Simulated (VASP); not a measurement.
VASP runs on Ni3Fe (L1_2) share one base input (PBE GGA, plane waves, VASP's PBE PAW potentials (set 64)) and change the settings named in each case.

File POSCAR:
```
Ni3Fe
1.0
  3.6210000000   0.0000000000   0.0000000000
  0.0000000000   3.6210000000   0.0000000000
  0.0000000000   0.0000000000   3.6210000000
Fe Ni
1 3
Cart
  0.0000000000   0.0000000000   0.0000000000
  0.0000000000   1.8105000000   1.8105000000
  1.8105000000   0.0000000000   1.8105000000
  1.8105000000   1.8105000000   0.0000000000
```

KPOINTS:
```
Automatic mesh
0
Gamma
8 8 8
0 0 0
```

INCAR:
```
ALGO = Normal
EDIFF = 1E-6
ENCUT = 400
GGA = PE
ISIF = 2
ISMEAR = 1
ISPIN = 2
LASPH = T
LCHARG = F
LMAXMIX = 4
LORBIT = 10
LREAL = F
LWAVE = F
MAGMOM = 3.0 3*0.7
NELM = 100
PREC = Accurate
SIGMA = 0.1
SYSTEM = Ni3Fe
```

POTCAR, in this order: Fe Ni (PBE.64 set). Program: vasp_std.

```tsv
change	E(σ→0) (eV/atom)	pressure (GPa)	moment (μB)	−TS (eV)
base run	-6.2236	-10.86	4.99	-0.0018
ISPIN = 1, the spin start removed	-5.9171	-18.37	-	0.0032
MAGMOM = 0 0 0 0	-5.9171	-17.94	0.00	0.0032
MAGMOM = 0.6 0.13999999999999999 0.13999999999999999 0.13999999999999999	-6.2236	-11.04	4.99	-0.0018
MAGMOM = 5.0 2.7 2.7 2.7	-6.2236	-10.94	4.99	-0.0018
MAGMOM = 3.0 -0.7 0.7 -0.7	-6.2236	-10.94	4.99	-0.0018
NUPDOWN = 0	-5.9481	-15.20	0.00	0.0014
NUPDOWN = 1	-5.9824	-14.31	1.00	-0.0037
NUPDOWN = 2	-6.0438	-12.49	2.00	-0.0099
NUPDOWN = 3	-6.1216	-11.83	3.00	-0.0018
NUPDOWN = 5	-6.2236	-10.91	5.00	-0.0018
```

Left out are runs that ran out of time, are held back, or changed the cell or the kind of run, fixed moments of cells without a moment, rows past the twelfth, gaps on odd meshes, pressures of charged cells and columns that move by less than the noise.

The compound is Ni3Fe in the L1_2 structure. The cell was not relaxed at this level.
